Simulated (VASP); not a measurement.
**Lattice of C (Diamond) across functionals and dispersion corrections**

Aim: relax C (Diamond) at several levels and hold each cell against experiment. The levels: LDA, PBE, r2SCAN, PBE + D3(BJ), r2SCAN + rVV10, SCAN, PBE + TS and BLYP + D3(BJ). LASPH is on for some levels and off for others; the table marks which. The start is a cell from a database of measured crystal structures.

Calculated with VASP 6.6.1; LDA; plane waves and PAW (C), in the first sound run; inputs show where later runs differ.

The experiments to compare with:

“Fermi level pinning by defects can explain the large reported carbon 1s binding energy variations in diamond” (2019, arxiv:1902.02958) quotes from earlier work for C, diamond (bulk crystal): lattice constant a (cubic lattice constant, experimental literature value) 3.5669 Å [literature value used as input for the calculation cells; temperature not stated].

## (1) Starting point

Before any relaxation, the start is as follows. It takes space group Fd-3m (No. 227, cubic). The conventional cell has a = 3.567 Å, b = 3.567 Å, c = 3.567 Å, α = 90.00°, β = 90.00°, γ = 90.00°. C has 4 C at 1.54 Å nearest.

As a file:

```xyz
2
Lattice="0.0000 1.7834 1.7834 1.7834 0.0000 1.7834 1.7834 1.7834 0.0000" Properties=species:S:1:pos:R:3 pbc="T T T"
C     0.0000    0.0000    0.0000
C     0.8917    0.8917    0.8917
```

## (2) Relaxation with LDA

The start need not lie at this functional's minimum. ISIF = 3 frees volume, shape and positions, and EDIFFG sets the threshold on forces and stress at which the search stops. LDA, the lowest rung, knows the local density alone.

Input file INCAR:

```
SYSTEM = C
PREC = Accurate
ENCUT = 560
EDIFF = 1E-06
NELM = 100
ISMEAR = -1
SIGMA = 0.05
LREAL = .FALSE.
ALGO = Normal
GGA = CA
NBANDS = 10
LORBIT = 11
LWAVE = .FALSE.
LCHARG = .FALSE.
KPAR = 2
IBRION = 2
NSW = 60
ISIF = 3
EDIFFG = -0.01
```

Input file POSCAR:

```
C
1.0
    0.0000000000      1.7833700000      1.7833700000
    1.7833700000      0.0000000000      1.7833700000
    1.7833700000      1.7833700000      0.0000000000
C
2
Direct
    0.0000000000      0.0000000000      0.0000000000
    0.2500000000      0.2500000000      0.2500000000
```

Input file KPOINTS:

```
Automatic mesh
0
Gamma
11 11 11
0 0 0
```

The projector-augmented-wave data sets are C (PBE family, release 64).

On the command line:

```bash
$ mpirun -np 2 vasp_std
```

Numbers of over 12 decimals in the logs are rounded to 6 here.

What it wrote:

```text
[banner, memory and clock lines left out]
running    2 mpi-ranks, on    1 nodes
 distrk:  each k-point on    1 cores,    2 groups
 distr:  one band on    1 cores,    1 groups

 POSCAR found type information on POSCAR C
 POSCAR found :  1 types and       2 ions
|                                                                             |
|               ----> ADVICE to this user running VASP <----                  |
|                                                                             |
|     You enforced a specific xc type in the INCAR file but a different       |
|     [... a line on the potential file left out ...]
|     I HOPE YOU KNOW WHAT YOU ARE DOING!                                     |
|                                                                             |

 LDA part: xc-table for (Slater(with rela. corr.)+CA(PZ))
 , standard interpolation
 POSCAR, INCAR and KPOINTS ok, starting setup
 FFT: planning ... GRIDC
 FFT: planning ... GRID_SOFT
 FFT: planning ... GRID
 WAVECAR not read
 entering main loop
       N       E                     dE             d eps       ncg     rms          rms(c)
DAV:   1    -0.146187580549E+00   -0.14619E+00   -0.51734E+03  1146   0.843E+02
DAV:   2    -0.206669868575E+02   -0.20521E+02   -0.19837E+02  1498   0.131E+02
DAV:   3    -0.210307877602E+02   -0.36380E+00   -0.36269E+00  1348   0.145E+01
DAV:   4    -0.210315135447E+02   -0.72578E-03   -0.72574E-03  1228   0.721E-01
DAV:   5    -0.210315145233E+02   -0.97857E-06   -0.97854E-06  1254   0.260E-02    0.550E+00
DAV:   6    -0.204639162118E+02    0.56760E+00   -0.32621E-01  1166   0.421E+00    0.318E+00
DAV:   7    -0.202660855046E+02    0.19783E+00   -0.38158E-01  1210   0.457E+00    0.694E-01
DAV:   8    -0.202658595449E+02    0.22596E-03   -0.76100E-03  1188   0.777E-01    0.249E-02
DAV:   9    -0.202658493901E+02    0.10155E-04   -0.28134E-05  1238   0.444E-02    0.183E-02
DAV:  10    -0.202658507851E+02   -0.13951E-05   -0.15920E-06  1194   0.112E-02    0.387E-03
DAV:  11    -0.202658507240E+02    0.61105E-07   -0.48465E-08   626   0.185E-03
   1 F= -.20265851E+02 E0= -.20265851E+02  d E =-.202659E+02
 curvature:   0.00 expect dE= 0.000E+00 dE for cont linesearch  0.000E+00
 trial: gam= 0.00000 g(F)=  0.189E-47 g(S)=  0.436E-01 ort = 0.000E+00 (trialstep = 0.100E+01)
 search vector abs. value=  0.436E-01
 bond charge predicted
       N       E                     dE             d eps       ncg     rms          rms(c)
DAV:   1    -0.202749107891E+02   -0.90600E-02   -0.90232E-01  1226   0.858E+00    0.869E-01
DAV:   2    -0.202634267511E+02    0.11484E-01   -0.12230E-02  1198   0.940E-01    0.477E-01
DAV:   3    -0.202589388895E+02    0.44879E-02   -0.76928E-03  1188   0.639E-01    0.614E-02
DAV:   4    -0.202589221887E+02    0.16701E-04   -0.90334E-05  1198   0.919E-02    0.475E-02
DAV:   5    -0.202589025280E+02    0.19661E-04   -0.43029E-06  1194   0.221E-02    0.434E-03
DAV:   6    -0.202589025072E+02    0.20809E-07   -0.67167E-08   572   0.265E-03
   2 F= -.20258903E+02 E0= -.20258903E+02  d E =0.694822E-02
 trial-energy change:    0.006948  1 .order    0.007656   -0.043569    0.058880
 step:   0.4355(harm=  0.4253)  dis= 0.00000  next Energy=   -20.275395 (dE=-0.954E-02)
 bond charge predicted
       N       E                     dE             d eps       ncg     rms          rms(c)
DAV:   1    -0.202805648562E+02   -0.21662E-01   -0.28198E-01  1190   0.470E+00    0.485E-01
DAV:   2    -0.202769451729E+02    0.36197E-02   -0.37211E-03  1182   0.514E-01    0.268E-01
DAV:   3    -0.202755243377E+02    0.14208E-02   -0.24244E-03  1192   0.358E-01    0.318E-02
DAV:   4    -0.202755188297E+02    0.55080E-05   -0.30305E-05  1186   0.528E-02    0.248E-02
DAV:   5    -0.202755120760E+02    0.67537E-05   -0.14045E-06  1166   0.125E-02    0.271E-03
DAV:   6    -0.202755119819E+02    0.94131E-07   -0.22482E-08   560   0.168E-03
   3 F= -.20275512E+02 E0= -.20275512E+02  d E =-.966126E-02
 curvature:  -0.21 expect dE=-0.534E-06 dE for cont linesearch -0.534E-06
 trial: gam=-0.00754 g(F)=  0.614E-49 g(S)=  0.251E-05 ort = 0.331E-03 (trialstep = 0.887E+00)
 search vector abs. value=  0.245E-09
 reached required accuracy - stopping structural energy minimisation
```

It took 3.6 s on 2 MPI ranks of Intel Xeon 6975P-C (Granite Rapids), shared host; peak memory 0.21 GiB; 6.1 s of CPU time.

The logs omit lines about the potential files and the build; timing stands in the text.

Parts of OUTCAR (step 2):

```text
ion  position               nearest neighbor table
   1  0.000  0.000  0.000-   2 1.54   2 1.54   2 1.54   2 1.54
   2  0.250  0.250  0.250-   1 1.54   1 1.54   1 1.54   1 1.54

  LATTYP: Found a face centered cubic cell.
 ALAT       =     3.5667400000

 Subroutine GETGRP returns: Found 48 space group operations
 (whereof 24 operations were pure point group operations)

The static configuration has the point symmetry T_d .
 The point group associated with its full space group is O_h .

 Found     56 irreducible k-points:

   k-points           NKPTS =     56   k-points in BZ     NKDIM =     56   number of bands    NBANDS=     10

   dimension x,y,z NGX =    20 NGY =   20 NGZ =   20
   dimension x,y,z NGXF=    40 NGYF=   40 NGZF=   40

   ENCUT  =  560.0 eV  41.16 Ry    6.42 a.u.   4.87  4.87  4.87*2*pi/ulx,y,z

   NELECT =       8.0000    total number of electrons

 k-points in reciprocal lattice and weights: Automatic mesh
   0.00000000  0.00000000  0.00000000       0.001
   0.09090909  0.00000000  0.00000000       0.006
   0.18181818  0.00000000  0.00000000       0.006
   0.27272727  0.00000000  0.00000000       0.006
   0.36363636  0.00000000  0.00000000       0.006
   0.45454545  0.00000000  0.00000000       0.006
   0.09090909  0.09090909  0.00000000       0.005
   0.18181818  0.09090909  0.00000000       0.018
   0.27272727  0.09090909  0.00000000       0.018
[...]
-0.36363636  0.45454545  0.18181818       0.018
  -0.27272727  0.45454545  0.18181818       0.018

 average (electrostatic) potential at core
       1 -44.9950       2 -44.9950

 E-fermi :  10.8925

 k-point     1 :       0.0000    0.0000    0.0000
  band No.  band energies     occupation
      1     -11.7993      2.00000
      2       9.8555      2.00000
      3       9.8555      2.00000
      4       9.8555      2.00000
      5      15.4701      0.00000
      6      15.4701      0.00000
      7      15.4701      0.00000
      8      23.9946      0.00000
      9      29.1837      0.00000
    ...

 k-point     2 :       0.0909    0.0000    0.0000
  band No.  band energies     occupation
      1     -11.5670      2.00000
      2       8.4168      2.00000
      3       9.4682      2.00000
      4       9.4682      2.00000
      5      15.9766      0.00000
      6      15.9766      0.00000
      7      16.3288      0.00000
      8      24.1269      0.00000
      9      29.5491      0.00000
    ...

 k-point     3 :       0.1818    0.0000    0.0000
  band No.  band energies     occupation
      1     -10.8729      2.00000
      2       5.5519      2.00000
      3       8.6677      2.00000
      4       8.6677      2.00000
      5      17.0150      0.00000
      6      17.0150      0.00000
      7      17.5917      0.00000
      8      24.4952      0.00000
      9      30.2547      0.00000
    ...

  Total       -0.0058929     -0.0058929     -0.0058929     -0.0000000     -0.0000000      0.0000000
  in kB       -0.8529992     -0.8529992     -0.8529992     -0.0000000     -0.0000000      0.0000000
  external PRESSURE =      -0.8529992 kB  Pullay stress =       0.0000000 kB

  energy-cutoff  :      560.00
  volume of cell :       11.07
      direct lattice vectors                 reciprocal lattice vectors
    -0.000000000  1.768834936  1.768834936    -0.282671938  0.282671938  0.282671938
     1.768834936  0.000000000  1.768834936     0.282671938 -0.282671938  0.282671938
     1.768834936  1.768834936 -0.000000000     0.282671938  0.282671938 -0.282671938

 POSITION                                       TOTAL-FORCE (eV/Angst)
 -----------------------------------------------------------------------------------
      0.00000      0.00000      0.00000         0.000000     -0.000000     -0.000000
      0.88442      0.88442      0.88442        -0.000000      0.000000      0.000000
 -----------------------------------------------------------------------------------
    total drift:                                0.000000      0.000000      0.000000

  FREE ENERGIE OF THE ION-ELECTRON SYSTEM (eV)
  ---------------------------------------------------
  free  energy   TOTEN  =       -20.2755119819 eV

  energy  without entropy=      -20.2755119819  energy(sigma->0) =      -20.27551198

 reached required accuracy - stopping structural energy minimisation

 total charge
# of ion       s       p       d       tot
------------------------------------------
    1        0.815   1.777   0.000   2.592
    2        0.815   1.777   0.000   2.592
--------------------------------------------------
tot          1.630   3.554   0.000   5.184

[... 3 further parts left out ...]
```

The gap is read on the k-mesh alone, so it is an upper bound where the band edges lie off the mesh. The PAW data sets were made with PBE, though LDA sets exist; this is a small mismatch. The run keeps the 48 symmetry operations of its start, so it cannot find a distortion of lower symmetry.

The steps of the relaxation:

| step | energy less that of the first step (eV) | largest force (eV/Å) | pressure (GPa) | volume (Å³) |
| --- | --- | --- | --- | --- |
| 1 | 0.0000 | 0.0000 | -10.96 | 11.34 |
| 2 | 0.0069 | 0.0000 | 15.67 | 10.72 |
| 3 | -0.0097 | 0.0000 | -0.09 | 11.07 |

| conventional cell, symmetrised | before | after | change |
| --- | --- | --- | --- |
| a (Å) | 3.567 | 3.538 | -0.8 % |
| b (Å) | 3.567 | 3.538 | -0.8 % |
| c (Å) | 3.567 | 3.538 | -0.8 % |
| volume (Å³/atom) | 5.67 | 5.53 | -2.4 % |

Final coordinates:

```xyz
2
Lattice="0.0000 1.7688 1.7688 1.7688 0.0000 1.7688 1.7688 1.7688 0.0000" Properties=species:S:1:pos:R:3 pbc="T T T"
C     0.0000    0.0000    0.0000
C     0.8844    0.8844    0.8844
```

This step gave:

| Item | Value |
| --- | --- |
| electrons | 8 |
| bands | 10 |
| irreducible k-points | 56 |
| symmetry operations | 48 |
| free energy (TOTEN) | -20.28 eV |
| Fermi energy | 10.89 eV |
| pressure | -0.08530 GPa |
| metallic | no |
| valence top at k | 0, 0, 0 |
| conduction bottom at k | 0.3636, 0.3636, 0 |
| least direct gap at k | 0, 0, 0 |
| SCF cycles over all ionic steps | 23 |
| gap on the k-mesh | 4.160 eV |
| least direct gap on the k-mesh | 5.615 eV |

It ends with forces that vanish by symmetry and a pressure of -0.09 GPa. The volume lies -2.4 % from that of the database's start, which holds the thermal and zero-point expansion of its experiment. The conventional cell has a = 3.538 Å.

## (3) Relaxation with PBE

This step: PBE; plane waves and PAW (C) (VASP 6.6.1).

PBE, the usual starting point, adds the gradient of the density.

Edit INCAR of step 2 so:

```diff
@@ -9,3 +9,3 @@
 ALGO = Normal
-GGA = CA
+GGA = PE
 NBANDS = 10
```

POSCAR is that of step 2.

KPOINTS is that of step 2.

On the command line:

```bash
$ mpirun -np 2 vasp_std
```

What it wrote:

```text
[banner, memory and clock lines left out]
running    2 mpi-ranks, on    1 nodes
 distrk:  each k-point on    1 cores,    2 groups
 distr:  one band on    1 cores,    1 groups

 POSCAR found type information on POSCAR C
 POSCAR found :  1 types and       2 ions
 LDA part: xc-table for (Slater+PW92), standard interpolation
 POSCAR, INCAR and KPOINTS ok, starting setup
 FFT: planning ... GRIDC
 FFT: planning ... GRID_SOFT
 FFT: planning ... GRID
 WAVECAR not read
 entering main loop
       N       E                     dE             d eps       ncg     rms          rms(c)
DAV:   1     0.205055906450E+01    0.20506E+01   -0.51758E+03  1146   0.844E+02
DAV:   2    -0.184675944037E+02   -0.20518E+02   -0.19842E+02  1504   0.131E+02
DAV:   3    -0.188244813418E+02   -0.35689E+00   -0.35576E+00  1348   0.144E+01
DAV:   4    -0.188251758601E+02   -0.69452E-03   -0.69448E-03  1230   0.708E-01
DAV:   5    -0.188251767864E+02   -0.92628E-06   -0.92611E-06  1258   0.255E-02    0.554E+00
DAV:   6    -0.183462717811E+02    0.47891E+00   -0.26700E-01  1174   0.388E+00    0.331E+00
DAV:   7    -0.181851163520E+02    0.16116E+00   -0.32253E-01  1230   0.432E+00    0.754E-01
DAV:   8    -0.181868567397E+02   -0.17404E-02   -0.77841E-03  1174   0.712E-01    0.433E-02
DAV:   9    -0.181868917623E+02   -0.35023E-04   -0.65592E-05  1366   0.693E-02    0.236E-02
DAV:  10    -0.181869116158E+02   -0.19854E-04   -0.15706E-05  1168   0.381E-02    0.506E-03
DAV:  11    -0.181869116586E+02   -0.42718E-07   -0.19857E-07   998   0.446E-03
   1 F= -.18186912E+02 E0= -.18186912E+02  d E =-.181869E+02
 curvature:   0.00 expect dE= 0.000E+00 dE for cont linesearch  0.000E+00
 trial: gam= 0.00000 g(F)=  0.119E-46 g(S)=  0.161E-02 ort = 0.000E+00 (trialstep = 0.100E+01)
 search vector abs. value=  0.161E-02
 bond charge predicted
       N       E                     dE             d eps       ncg     rms          rms(c)
DAV:   1    -0.181872515975E+02   -0.33998E-03   -0.32097E-02  1190   0.157E+00    0.162E-01
DAV:   2    -0.181868876949E+02    0.36390E-03   -0.37947E-04  1192   0.167E-01    0.911E-02
DAV:   3    -0.181867308769E+02    0.15682E-03   -0.24509E-04  1174   0.115E-01    0.128E-02
DAV:   4    -0.181867304736E+02    0.40331E-06   -0.31663E-06  1202   0.169E-02
   2 F= -.18186730E+02 E0= -.18186730E+02  d E =0.181185E-03
 trial-energy change:    0.000181  1 .order    0.000181   -0.001615    0.001976
 step:   0.4496(harm=  0.4496)  dis= 0.00000  next Energy=   -18.187275 (dE=-0.363E-03)
 bond charge predicted
       N       E                     dE             d eps       ncg     rms          rms(c)
DAV:   1    -0.181874240084E+02   -0.69313E-03   -0.96901E-03  1192   0.866E-01    0.894E-02
DAV:   2    -0.181873156522E+02    0.10836E-03   -0.11525E-04  1188   0.920E-02    0.502E-02
DAV:   3    -0.181872714082E+02    0.44244E-04   -0.73859E-05  1172   0.630E-02    0.697E-03
DAV:   4    -0.181872714900E+02   -0.81793E-07   -0.93948E-07  1008   0.923E-03
   3 F= -.18187271E+02 E0= -.18187271E+02  d E =-.359831E-03
 curvature:  -0.22 expect dE=-0.593E-08 dE for cont linesearch -0.593E-08
 trial: gam=-0.00403 g(F)=  0.131E-47 g(S)=  0.264E-07 ort = 0.653E-05 (trialstep = 0.890E+00)
 search vector abs. value=  0.100E-09
 reached required accuracy - stopping structural energy minimisation
```

The job ended after 3.4 s (2 MPI ranks; peak memory 0.22 GiB; 5.7 s of CPU time).

OUTCAR, selected parts (step 3):

```text
 Found     56 irreducible k-points:

   NELECT =       8.0000    total number of electrons

 E-fermi :  10.6141

 k-point     1 :       0.0000    0.0000    0.0000
  band No.  band energies     occupation
      1     -11.7525      2.00000
      2       9.6590      2.00000
      3       9.6590      2.00000
      4       9.6590      2.00000
      5      15.2357      0.00000
      6      15.2357      0.00000
      7      15.2357      0.00000
      8      22.8797      0.00000
      9      28.8920      0.00000
    ...

 k-point     2 :       0.0909    0.0000    0.0000
  band No.  band energies     occupation
      1     -11.5245      2.00000
      2       8.2394      2.00000
      3       9.2839      2.00000
      4       9.2839      2.00000
      5      15.7280      0.00000
      6      15.7280      0.00000
      7      16.0472      0.00000
      8      23.0797      0.00000
      9      29.2666      0.00000
    ...

  Total        0.0006037      0.0006037      0.0006037     -0.0000000     -0.0000000      0.0000000
  in kB        0.0848490      0.0848490      0.0848490     -0.0000000     -0.0000000      0.0000000
  external PRESSURE =       0.0848490 kB  Pullay stress =       0.0000000 kB

  energy-cutoff  :      560.00
  volume of cell :       11.40
      direct lattice vectors                 reciprocal lattice vectors
    -0.000000000  1.786258972  1.786258972    -0.279914619  0.279914619  0.279914619
     1.786258972 -0.000000000  1.786258972     0.279914619 -0.279914619  0.279914619
     1.786258972  1.786258972  0.000000000     0.279914619  0.279914619 -0.279914619

 POSITION                                       TOTAL-FORCE (eV/Angst)
 -----------------------------------------------------------------------------------
      0.00000      0.00000      0.00000        -0.000000      0.000000     -0.000000
      0.89313      0.89313      0.89313         0.000000     -0.000000      0.000000
 -----------------------------------------------------------------------------------
    total drift:                                0.000000      0.000000      0.000000

  FREE ENERGIE OF THE ION-ELECTRON SYSTEM (eV)
  ---------------------------------------------------
  free  energy   TOTEN  =       -18.1872714900 eV

  energy  without entropy=      -18.1872714900  energy(sigma->0) =      -18.18727149

 total charge
# of ion       s       p       d       tot
------------------------------------------
    1        0.827   1.743   0.000   2.571
    2        0.827   1.743   0.000   2.571
--------------------------------------------------
tot          1.655   3.486   0.000   5.141

[... 9 parts as in an earlier step ...]

[... 5 further parts left out ...]
```

The steps of the relaxation:

```
step  energy less that of the first step (eV)  largest force (eV/Å)  pressure (GPa)  volume (Å³)
   1                                   0.0000                0.0000            2.11        11.34
   2                                   0.0002                0.0000           -2.55        11.47
   3                                  -0.0004                0.0000            0.01        11.40
```

| conventional cell, symmetrised | before | after | change |
| --- | --- | --- | --- |
| a (Å) | 3.567 | 3.573 | +0.2 % |
| b (Å) | 3.567 | 3.573 | +0.2 % |
| c (Å) | 3.567 | 3.573 | +0.2 % |
| volume (Å³/atom) | 5.67 | 5.70 | +0.5 % |

The relaxed structure:

```xyz
2
Lattice="0.0000 1.7863 1.7863 1.7863 0.0000 1.7863 1.7863 1.7863 0.0000" Properties=species:S:1:pos:R:3 pbc="T T T"
C     0.0000    0.0000    0.0000
C     0.8931    0.8931    0.8931
```

This step gave:

- free energy (TOTEN): -18.19 eV
- Fermi energy: 10.61 eV
- pressure: 0.008485 GPa
- SCF cycles over all ionic steps: 19
- gap on the k-mesh: 4.118 eV
- least direct gap on the k-mesh: 5.577 eV

It ends at 5.699 Å³/atom, +0.5 % from the start, with 0.01 GPa left. The conventional cell has a = 3.573 Å.

(Part 1 of 3 ends here.)

[Lines on the potential files, build, host, timing and source positions are cut from VASP's logs without a mark.]

[Logs are printed without paths, hosts, clocks, repeated set-up lines and the standing remarks that a program may print on its own settings, such as how far it seeks lower states.]

[Hosts, paths, dates, database ids (printed as entryN), source tags and the programs' standing remarks are cut or masked in the printed files.]

[A measured line is paired with the nearest computed mode of its activity, which favours agreement.]
